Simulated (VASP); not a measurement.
An input for Quantum ESPRESSO's pw.x (written as the equivalent of a VASP run, and not itself run):

```
&CONTROL
  calculation = 'vc-relax'
  pseudo_dir = './pseudo'
  outdir = './out'
  tprnfor = .true.
  tstress = .true.
  nstep = 30
  forc_conv_thr = 0.00039
/
&SYSTEM
  ibrav = 0
  nat = 4
  ntyp = 2
  ecutwfc = 102
  occupations = 'smearing'
  smearing = 'gaussian'
  degauss = 0.003675
  input_dft = 'pbesol'
/
&ELECTRONS
  conv_thr = 7.3e-09
  electron_maxstep = 100
/
&IONS
/
&CELL
  cell_dofree = 'shape'
/
ATOMIC_SPECIES
  Cd 112.414 Cd.upf
  S 32.060 S.upf
CELL_PARAMETERS angstrom
     2.1079513   -3.6510786    0.0000000
     2.1079513    3.6510786    0.0000000
     0.0000000    0.0000000    6.8497897
ATOMIC_POSITIONS crystal
  Cd   0.6666670  0.3333330  0.4999846
  Cd   0.3333330  0.6666670  0.9999846
  S    0.6666670  0.3333330  0.8770154
  S    0.3333330  0.6666670  0.3770154
K_POINTS automatic
  6 6 4 0 0 0
```

Task: Write the VASP files for the same calculation (PBEsol).

Result: Several could match; the one computed here: 
**POSCAR**
```
CdS
1
    2.1079513413    -3.6510786486     0.0000000000
    2.1079513413     3.6510786486     0.0000000000
    0.0000000000     0.0000000000     6.8497896759
Cd S
2 2
Direct
  0.6666670000   0.3333330000   0.4999846014
  0.3333330000   0.6666670000   0.9999846014
  0.6666670000   0.3333330000   0.8770153986
  0.3333330000   0.6666670000   0.3770153986
```

File KPOINTS:
```
Automatic mesh
0
Gamma
6 6 4
0 0 0
```

INCAR:
```
GGA=PS   ! PBEsol
IBRION=2   ! conjugate gradients
NSW=30   ! most ionic steps
SIGMA=0.05   ! width (eV)
SYSTEM=CdS
NELM=100
EDIFFG=-0.01   ! ionic stop
ENCUT=520   ! plane-wave cut-off (eV)
PREC=Accurate
LCHARG=F
ISMEAR=0
LWAVE=F
LMAXMIX=4
LASPH=T
ISIF=4   ! ions and shape, fixed volume
LREAL=F
ALGO=Normal
EDIFF=1E-7   ! SCF stop (eV)
```

POTCAR, in this order: Cd S (PBE.64 set). Program: vasp_std.

The two are equivalent in intent, not identical: the potentials are each code's own (VASP's PAW set, PseudoDojo norm-conserving files in pw.x), so ENCUT and ecutwfc are chosen apart and not converted; conv_thr bounds pw.x's estimated SCF error, while EDIFF bounds the energy change between steps; forc_conv_thr acts on force components and is met together with etot_conv_thr.

The compound is CdS in the wurtzite structure. This cell is one point of a volume scan, at 1.06 of the reference volume.
